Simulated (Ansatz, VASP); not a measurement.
# SiC (Moissanite 3C): VASP beside Ansatz

One calculation is typed for both programs; each brings its own data sets. How far apart do they land? The cell is taken from a series of runs on this material, whose earlier steps may have relaxed, scaled, displaced or heated it; both programs get it as it stands.

Calculated with Ansatz 0.2.0; plane waves, with VASP 6.6.1 beside it; zone-centre phonons at LDA.

**1. The starting structure**

It takes space group F-43m (No. 216, cubic). The conventional cell has a = 4.329 Å, b = 4.329 Å, c = 4.329 Å, α = 90.00°, β = 90.00°, γ = 90.00°. Nearest to Si lie 4 C at 1.87 Å. Nearest to C lie 4 Si at 1.87 Å. Farther neighbours are not listed.

**2. VASP: zone-centre phonons, LDA**

Second derivatives magnify differences that forces hide, and they need a tight electronic threshold.

Lines of VASP's logs that name or quote its potential files are left out, and so is its time.

Contents of INCAR:

```
SYSTEM = SiC
PREC = Accurate
ENCUT = 600
EDIFF = 1E-08
NELM = 120
ISMEAR = -1
SIGMA = 0.45
LREAL = .FALSE.
ALGO = Normal
GGA = CA
NBANDS = 10
LORBIT = 11
LWAVE = .FALSE.
LCHARG = .FALSE.
ISIF = 2
IBRION = 8
LEPSILON = .TRUE.
LASPH = .TRUE.
GGA_COMPAT = .FALSE.
EFERMI = MIDGAP
```

Contents of POSCAR:

```
SiC
1.0
    0.0000000000      2.1644841291      2.1644841291
    2.1644841291      0.0000000000      2.1644841291
    2.1644841291      2.1644841291      0.0000000000
Si C
1 1
Direct
    0.0000000000      0.0000000000      0.0000000000
    0.7500000000      0.7500000000      0.7500000000
```

Contents of KPOINTS:

```
Automatic mesh
0
Gamma
14 14 14
0 0 0
```

Potentials, in the order of the species: Si and C (LDA family, release 64).

Launch:

```console
$ mpirun -np 1 vasp_std
```

Numbers of over 12 decimals in the logs are rounded to 6 here.

Log:

```text
[banner, memory and clock lines left out]
running    1 mpi-ranks, on    1 nodes
 distrk:  each k-point on    1 cores,    1 groups
 distr:  one band on    1 cores,    1 groups

 POSCAR found type information on POSCAR SiC
 POSCAR found :  2 types and       2 ions
 LDA part: xc-table for (Slater(with rela. corr.)+CA(PZ))
 , standard interpolation
 POSCAR, INCAR and KPOINTS ok, starting setup
 FFT: planning ... GRIDC
 FFT: planning ... GRID_SOFT
 FFT: planning ... GRID
 WAVECAR not read
 entering main loop
       N       E                     dE             d eps       ncg     rms          rms(c)
DAV:   1     0.316443232076E+01    0.31644E+01   -0.43699E+03  2160   0.764E+02
DAV:   2    -0.180300785083E+02   -0.21195E+02   -0.20290E+02  2578   0.118E+02
DAV:   3    -0.187382719332E+02   -0.70819E+00   -0.70655E+00  2472   0.186E+01
DAV:   4    -0.187415140903E+02   -0.32422E-02   -0.32419E-02  2410   0.157E+00
DAV:   5    -0.187415302696E+02   -0.16179E-04   -0.16179E-04  2444   0.103E-01    0.927E+00
DAV:   6    -0.167521512876E+02    0.19894E+01   -0.75288E+00  2172   0.132E+01    0.407E+00
DAV:   7    -0.166805734292E+02    0.71578E-01   -0.37781E-01  2452   0.387E+00    0.181E+00
DAV:   8    -0.166606385557E+02    0.19935E-01   -0.26841E-02  2222   0.106E+00    0.181E-01
DAV:   9    -0.166602449728E+02    0.39358E-03   -0.18682E-03  2544   0.250E-01    0.933E-02
DAV:  10    -0.166602578682E+02   -0.12895E-04   -0.11506E-04  2206   0.723E-02    0.317E-02
DAV:  11    -0.166602584456E+02   -0.57743E-06   -0.22092E-06  2494   0.113E-02    0.148E-02
DAV:  12    -0.166602582254E+02    0.22023E-06   -0.66893E-07  2164   0.415E-03    0.693E-04
DAV:  13    -0.166602582237E+02    0.16760E-08   -0.40289E-08  2306   0.129E-03
   1 F= -.16660258E+02 E0= -.16628847E+02  d E =-.628231E-01
 Linear response reoptimize wavefunctions to high precision
DAV:   1    -0.166602582243E+02   -0.52137E-09   -0.47698E-10  1516   0.161E-04
DAV:   2    -0.166602582243E+02   -0.15007E-10   -0.18841E-11  1096   0.374E-05
 Linear response G [H, r] |phi>, progress :
  Direction:   1
       N       E                     dE             d eps       ncg     rms
RMM:   1    -0.404903892339E+02   -0.40490E+02   -0.45220E+01  5345   0.434E+01
RMM:   2    -0.321937663926E+02    0.82966E+01   -0.25744E+00  3347   0.113E+01
RMM:   3    -0.321775445491E+02    0.16222E-01   -0.49908E-02  3446   0.111E+00
RMM:   4    -0.321751820079E+02    0.23625E-02   -0.36176E-03  3637   0.128E-01
RMM:   5    -0.321748882440E+02    0.29376E-03   -0.36513E-04  3605   0.166E-02
RMM:   6    -0.321748562756E+02    0.31968E-04   -0.39023E-05  3767   0.229E-03
RMM:   7    -0.321748530381E+02    0.32375E-05   -0.54704E-06  3525   0.355E-04
RMM:   8    -0.321748524608E+02    0.57737E-06    0.17695E-06  3051   0.818E-05
RMM:   9    -0.321748522484E+02    0.21232E-06    0.45965E-06  2620   0.525E-05
RMM:  10    -0.321748522909E+02   -0.42450E-07    0.10789E-06  2347   0.518E-05
RMM:  11    -0.321748523375E+02   -0.46584E-07    0.84500E-07  1966   0.522E-05
RMM:  12    -0.321748523650E+02   -0.27527E-07   -0.96586E-07  1452   0.521E-05
 Linear response G [H, r] |phi>, progress :
  Direction:   2
       N       E                     dE             d eps       ncg     rms
RMM:   1    -0.375869464502E+02   -0.37587E+02   -0.48696E+01  5363   0.410E+01
RMM:   2    -0.321705237918E+02    0.54164E+01   -0.17955E+00  3310   0.968E+00
RMM:   3    -0.321591433193E+02    0.11380E-01   -0.38525E-02  3424   0.919E-01
RMM:   4    -0.321570285004E+02    0.21148E-02   -0.34570E-03  3619   0.103E-01
RMM:   5    -0.321567371501E+02    0.29135E-03   -0.35366E-04  3600   0.134E-02
RMM:   6    -0.321567055483E+02    0.31602E-04   -0.33653E-05  3758   0.184E-03
RMM:   7    -0.321567023578E+02    0.31905E-05   -0.22143E-06  3488   0.286E-04
RMM:   8    -0.321567020767E+02    0.28104E-06    0.22888E-06  2992   0.668E-05
RMM:   9    -0.321567020431E+02    0.33655E-07    0.30158E-06  2614   0.453E-05
RMM:  10    -0.321567020028E+02    0.40323E-07    0.39396E-06  2329   0.451E-05
RMM:  11    -0.321567020268E+02   -0.24026E-07    0.41366E-06  1963   0.453E-05
RMM:  12    -0.321567020086E+02    0.18222E-07    0.57725E-06  1411   0.452E-05
 Linear response G [H, r] |phi>, progress :
  Direction:   3
       N       E                     dE             d eps       ncg     rms
RMM:   1    -0.254697190464E+02   -0.25470E+02    0.85118E+01  5099   0.422E+01
RMM:   2    -0.221919476730E+02    0.32778E+01   -0.22349E+00  3294   0.106E+01
RMM:   3    -0.221852131814E+02    0.67345E-02   -0.29923E-02  3378   0.109E+00
RMM:   4    -0.221847071913E+02    0.50599E-03   -0.38299E-04  3592   0.128E-01
RMM:   5    -0.221847044249E+02    0.27664E-05   -0.11966E-05  3559   0.174E-02
RMM:   6    -0.221847040915E+02    0.33342E-06   -0.12265E-06  3671   0.252E-03
RMM:   7    -0.221847040152E+02    0.76338E-07   -0.72552E-07  3362   0.405E-04
RMM:   8    -0.221847039322E+02    0.82966E-07   -0.57316E-07  2932   0.939E-05
RMM:   9    -0.221847038957E+02    0.36469E-07    0.12757E-07  2450   0.535E-05
RMM:  10    -0.221847038955E+02    0.25148E-09    0.20386E-07  2212   0.517E-05
RMM:  11    -0.221847038955E+02    0.19849E-10    0.40710E-07  1846   0.520E-05
RMM:  12    -0.221847038955E+02   -0.30905E-10    0.20942E-07  1490   0.524E-05
 Linear response to external field (no local field effect), progress :
[...]
change of polarisation eV/A/(eV/A) component  3 :     0.079    -0.066     0.375
 dielectric tensor                  component  3 :     0.708    -0.588     4.345
 Linear response to external field, progress :
  Direction:   1
       N       E                     dE             d eps       ncg     rms          rms(c)
RMM:   1    -0.336225175604E+00   -0.33623E+00   -0.12776E+00 19713   0.254E+00
RMM:   2    -0.346262047890E+00   -0.10037E-01   -0.28736E-03 13700   0.374E-01    0.853E-01
RMM:   3    -0.336661632431E+00    0.96004E-02   -0.48870E-03 13675   0.416E-01    0.494E-01
RMM:   4    -0.345017866659E+00   -0.83562E-02   -0.58627E-03 13777   0.457E-01    0.748E-02
RMM:   5    -0.346987489527E+00   -0.19696E-02   -0.12794E-04 13917   0.840E-02    0.923E-03
RMM:   6    -0.347069866647E+00   -0.82377E-04   -0.10898E-06 14396   0.840E-03    0.464E-03
RMM:   7    -0.347112676730E+00   -0.42810E-04   -0.60776E-08 14261   0.213E-03    0.284E-04
RMM:   8    -0.347115926431E+00   -0.32497E-05   -0.66600E-09 15126   0.410E-04    0.111E-04
RMM:   9    -0.347115146763E+00    0.77967E-06   -0.24602E-09 12603   0.127E-04    0.187E-05
RMM:  10    -0.347115304956E+00   -0.15819E-06   -0.15307E-10  8144   0.300E-05    0.645E-06
 change of polarisation eV/A/(eV/A) component  1 :     0.657     0.162     0.089
 dielectric tensor                  component  1 :     6.862     1.447     0.798
 Linear response to external field, progress :
  Direction:   2
       N       E                     dE             d eps       ncg     rms          rms(c)
RMM:   1    -0.336224807346E+00   -0.33622E+00   -0.12776E+00 19712   0.254E+00
RMM:   2    -0.346262030863E+00   -0.10037E-01   -0.28736E-03 13701   0.374E-01    0.853E-01
RMM:   3    -0.336661822805E+00    0.96002E-02   -0.48866E-03 13675   0.416E-01    0.494E-01
RMM:   4    -0.345019938912E+00   -0.83581E-02   -0.58629E-03 13776   0.457E-01    0.748E-02
RMM:   5    -0.346988514089E+00   -0.19686E-02   -0.12793E-04 13914   0.840E-02    0.923E-03
RMM:   6    -0.347070979839E+00   -0.82466E-04   -0.10914E-06 14402   0.840E-03    0.464E-03
RMM:   7    -0.347113795152E+00   -0.42815E-04   -0.69980E-08 14271   0.213E-03    0.283E-04
RMM:   8    -0.347117060102E+00   -0.32649E-05   -0.44985E-10 15144   0.410E-04    0.111E-04
RMM:   9    -0.347116279477E+00    0.78063E-06   -0.28418E-09 12587   0.126E-04    0.202E-05
RMM:  10    -0.347116425326E+00   -0.14585E-06    0.19191E-10  8131   0.285E-05    0.781E-06
 change of polarisation eV/A/(eV/A) component  2 :     0.103     0.657     0.130
 dielectric tensor                  component  2 :     0.915     6.862     1.158
 Linear response to external field, progress :
  Direction:   3
       N       E                     dE             d eps       ncg     rms          rms(c)
RMM:   1    -0.336224836169E+00   -0.33622E+00   -0.12776E+00 19712   0.254E+00
RMM:   2    -0.346262030966E+00   -0.10037E-01   -0.28736E-03 13701   0.374E-01    0.853E-01
RMM:   3    -0.336661817736E+00    0.96002E-02   -0.48866E-03 13675   0.416E-01    0.494E-01
RMM:   4    -0.345019028322E+00   -0.83572E-02   -0.58627E-03 13775   0.457E-01    0.748E-02
RMM:   5    -0.346987229218E+00   -0.19682E-02   -0.12794E-04 13916   0.840E-02    0.923E-03
RMM:   6    -0.347069726047E+00   -0.82497E-04   -0.10933E-06 14394   0.840E-03    0.464E-03
RMM:   7    -0.347112580544E+00   -0.42854E-04   -0.63628E-08 14250   0.213E-03    0.283E-04
RMM:   8    -0.347115845350E+00   -0.32648E-05   -0.68163E-09 15158   0.410E-04    0.111E-04
RMM:   9    -0.347115065695E+00    0.77966E-06   -0.16087E-09 12586   0.126E-04    0.202E-05
RMM:  10    -0.347115211598E+00   -0.14590E-06   -0.52576E-11  8138   0.285E-05    0.780E-06
 change of polarisation eV/A/(eV/A) component  3 :     0.088     0.163     0.657
 dielectric tensor                  component  3 :     0.789     1.456     6.862
 Linear response DOF=           2
 Linear response progress:
  Degree of freedom:   1/  2
       N       E                     dE             d eps       ncg     rms          rms(c)
RMM:   1    -0.164004260540E-01   -0.16400E-01   -0.75128E-03 20254   0.873E-01
RMM:   2    -0.143954880156E-01    0.20049E-02   -0.48718E-04 13187   0.192E-01    0.135E-01
RMM:   3    -0.143197803897E-01    0.75708E-04   -0.73400E-05 13421   0.498E-02    0.765E-02
RMM:   4    -0.144091613474E-01   -0.89381E-04   -0.73931E-05 13490   0.487E-02    0.905E-03
RMM:   5    -0.143956222890E-01    0.13539E-04    0.67132E-07 13730   0.799E-03    0.129E-03
RMM:   6    -0.143939246021E-01    0.16977E-05   -0.18316E-07 13993   0.782E-04    0.644E-04
RMM:   7    -0.143924269917E-01    0.14976E-05   -0.18721E-07 14038   0.245E-04    0.894E-05
RMM:   8    -0.143924802537E-01   -0.53262E-07   -0.58835E-09 14536   0.423E-05    0.195E-05
RMM:   9    -0.143924987491E-01   -0.18495E-07    0.53921E-10 14674   0.116E-05    0.320E-06
RMM:  10    -0.143924905839E-01    0.81652E-08    0.14424E-08 13552   0.293E-06    0.920E-07
 first order change of Fermi-energy   0.20086E-04
 force on displaced ion       1 direction 1 : -19.239   0.000   0.000
 Born effective charge ion    1 direction 1 :   2.732   0.000   0.000
 Linear response progress:
  Degree of freedom:   2/  2
       N       E                     dE             d eps       ncg     rms          rms(c)
RMM:   1    -0.126518282683E+00   -0.12652E+00    0.55154E-02 18858   0.208E+00
RMM:   2    -0.123469214157E+00    0.30491E-02   -0.25232E-03 13090   0.407E-01    0.209E-01
RMM:   3    -0.123484058826E+00   -0.14845E-04   -0.79838E-04 12866   0.176E-01    0.103E-01
RMM:   4    -0.124543337591E+00   -0.10593E-02   -0.60761E-04 12989   0.147E-01    0.187E-02
RMM:   5    -0.124523993752E+00    0.19344E-04   -0.89858E-06 13703   0.216E-02    0.181E-03
RMM:   6    -0.124531882518E+00   -0.78888E-05   -0.14315E-07 14171   0.241E-03    0.884E-04
RMM:   7    -0.124527517543E+00    0.43650E-05   -0.48194E-08 14044   0.490E-04    0.979E-05
RMM:   8    -0.124528248800E+00   -0.73126E-06   -0.60537E-10 14143   0.103E-04    0.291E-05
RMM:   9    -0.124528171516E+00    0.77285E-07    0.24961E-09 14815   0.256E-05    0.344E-06
RMM:  10    -0.124528188380E+00   -0.16864E-07    0.18957E-09 14091   0.472E-06    0.189E-06
RMM:  11    -0.124528187663E+00    0.71703E-09    0.45780E-09 11274   0.230E-06    0.157E-07
 first order change of Fermi-energy   0.18955E-03
 force on displaced ion       2 direction 1 : -19.236   0.000   0.000
 Born effective charge ion    2 direction 1 :  -2.660   0.000   0.000
 Born effective charges drift removed
 Linear response finished
```

OUTCAR, selected parts (step 2):

```text
ion  position               nearest neighbor table
   1  0.000  0.000  0.000-   2 1.87   2 1.87   2 1.87   2 1.87
   2  0.750  0.750  0.750-   1 1.87   1 1.87   1 1.87   1 1.87

  LATTYP: Found a face centered cubic cell.
 ALAT       =     4.3289682582

 Subroutine GETGRP returns: Found 24 space group operations
 (whereof 24 operations were pure point group operations)

The static configuration has the point symmetry T_d .

 Found    104 irreducible k-points:

   k-points           NKPTS =    104   k-points in BZ     NKDIM =    104   number of bands    NBANDS=     10

   dimension x,y,z NGX =    24 NGY =   24 NGZ =   24
   dimension x,y,z NGXF=    48 NGYF=   48 NGZF=   48

   ENCUT  =  600.0 eV  44.10 Ry    6.64 a.u.   6.11  6.11  6.11*2*pi/ulx,y,z

   NELECT =       8.0000    total number of electrons

 k-points in reciprocal lattice and weights: Automatic mesh
   0.00000000  0.00000000  0.00000000       0.000
   0.07142857  0.00000000  0.00000000       0.003
   0.14285714  0.00000000  0.00000000       0.003
   0.21428571  0.00000000  0.00000000       0.003
   0.28571429  0.00000000  0.00000000       0.003
   0.35714286  0.00000000  0.00000000       0.003
   0.42857143  0.00000000  0.00000000       0.003
   0.50000000  0.00000000  0.00000000       0.001
   0.07142857  0.07142857  0.00000000       0.002
[...]
-0.28571429  0.42857143  0.21428571       0.009
  -0.28571429  0.50000000  0.21428571       0.004

 average (electrostatic) potential at core
       1 -81.6600       2 -48.7814

  Total        0.0342336      0.0342336      0.0342336     -0.0000000     -0.0000000      0.0000000
  in kB        2.7043948      2.7043948      2.7043948     -0.0000000     -0.0000000      0.0000000
  external PRESSURE =       2.7043948 kB  Pullay stress =       0.0000000 kB

  energy-cutoff  :      600.00
  volume of cell :       20.28
      direct lattice vectors                 reciprocal lattice vectors
     0.000000000  2.164484129  2.164484129    -0.231001925  0.231001925  0.231001925
     2.164484129  0.000000000  2.164484129     0.231001925 -0.231001925  0.231001925
     2.164484129  2.164484129  0.000000000     0.231001925  0.231001925 -0.231001925

 POSITION                                       TOTAL-FORCE (eV/Angst)
 -----------------------------------------------------------------------------------
      0.00000      0.00000      0.00000        -0.000000     -0.000000     -0.000000
      3.24673      3.24673      3.24673         0.000000      0.000000      0.000000
 -----------------------------------------------------------------------------------
    total drift:                               -0.000000     -0.000000     -0.000000

 MACROSCOPIC STATIC DIELECTRIC TENSOR (including local field effects in DFT)
 ------------------------------------------------------
           6.862227     0.000000    -0.000000
           0.000000     6.862227    -0.000000
          -0.000000     0.000000     6.862227
 ------------------------------------------------------

 PIEZOELECTRIC TENSOR (including local field effects)  for field in x, y, z        (C/m^2)
          XX          YY          ZZ          XY          YZ          ZX
  --------------------------------------------------------------------------------
  x    -0.00000    -0.00000    -0.00000     0.00000     0.98686     0.00000
  y     0.00000     0.00000     0.00000     0.00000     0.00000     0.98686
  z    -0.00000    -0.00000    -0.00000     0.98686     0.00000     0.00000

 BORN EFFECTIVE CHARGES (including local field effects) (in |e|, cummulative output)
 ---------------------------------------------------------------------------------
 ion    1
    1     2.69705    -0.00000    -0.00000
    2    -0.00000     2.69705    -0.00000
    3     0.00000     0.00000     2.69705
 ion    2
    1    -2.69705     0.00000     0.00000
    2     0.00000    -2.69705     0.00000
    3    -0.00000    -0.00000    -2.69705

 Eigenvectors and eigenvalues of the dynamical matrix
 ----------------------------------------------------

   1 f  =   23.639502 THz   148.531373 2PiTHz  788.528919 cm-1    97.765082 meV
             X         Y         Z           dx          dy          dz
      0.000000  0.000000  0.000000     0.547347   -0.000000   -0.000000
      3.246726  3.246726  3.246726    -0.836906    0.000000   -0.000000

   2 f  =   23.639502 THz   148.531373 2PiTHz  788.528919 cm-1    97.765082 meV
             X         Y         Z           dx          dy          dz
      0.000000  0.000000  0.000000     0.000000   -0.497622   -0.227950
      3.246726  3.246726  3.246726     0.000000    0.760875    0.348540

   3 f  =   23.639502 THz   148.531373 2PiTHz  788.528919 cm-1    97.765082 meV
             X         Y         Z           dx          dy          dz
      0.000000  0.000000  0.000000     0.000000    0.227950   -0.497622
      3.246726  3.246726  3.246726    -0.000000   -0.348540    0.760875

   4 f/i=    0.000847 THz     0.005322 2PiTHz    0.028253 cm-1     0.003503 meV
             X         Y         Z           dx          dy          dz
      0.000000  0.000000  0.000000    -0.834475   -0.061052    0.018291
      3.246726  3.246726  3.246726    -0.545758   -0.039929    0.011962

   5 f/i=    0.000847 THz     0.005322 2PiTHz    0.028253 cm-1     0.003503 meV
             X         Y         Z           dx          dy          dz
      0.000000  0.000000  0.000000     0.000000    0.240181    0.801701
      3.246726  3.246726  3.246726    -0.000000    0.157081    0.524323

   6 f/i=    0.000847 THz     0.005322 2PiTHz    0.028253 cm-1     0.003503 meV
             X         Y         Z           dx          dy          dz
      0.000000  0.000000  0.000000    -0.063733    0.799373   -0.239483
      3.246726  3.246726  3.246726    -0.041682    0.522800   -0.156625

 MACROSCOPIC STATIC DIELECTRIC TENSOR IONIC CONTRIBUTION
 ------------------------------------------------------
           3.373729    -0.000000    -0.000000
          -0.000000     3.373729    -0.000000
          -0.000000    -0.000000     3.373729
 ------------------------------------------------------

 ELASTIC MODULI CONTR FROM IONIC RELAXATION (kBar)
 Direction    XX          YY          ZZ          XY          YZ          ZX
 --------------------------------------------------------------------------------
 XX          -0.0000      0.0000     -0.0000      0.0000     -0.0000      0.0000
 YY           0.0000     -0.0000      0.0000      0.0000      0.0000     -0.0000
 ZZ          -0.0000      0.0000     -0.0000     -0.0000     -0.0000     -0.0000
 XY           0.0000      0.0000     -0.0000   -318.0467      0.0000      0.0000
 YZ          -0.0000      0.0000     -0.0000      0.0000   -318.0467      0.0000
 ZX           0.0000     -0.0000     -0.0000      0.0000      0.0000   -318.0467
 --------------------------------------------------------------------------------

 PIEZOELECTRIC TENSOR IONIC CONTR  for field in x, y, z        (C/m^2)
          XX          YY          ZZ          XY          YZ          ZX
  --------------------------------------------------------------------------------
  x    -0.00000     0.00000    -0.00000     0.00000    -0.97470     0.00000
  y     0.00000    -0.00000    -0.00000     0.00000     0.00000    -0.97470
  z     0.00000     0.00000    -0.00000    -0.97470    -0.00000    -0.00000
```

(Continued in part 2 of 2.)

[Lines on the potential files, build, host, timing and source positions are cut from VASP's logs without a mark.]

[Logs are printed without paths, hosts, clocks, repeated set-up lines and the standing remarks that a program may print on its own settings, such as how far it seeks lower states.]

[Hosts, paths, dates, database ids (printed as entryN), source tags and the programs' standing remarks are cut or masked in the printed files.]
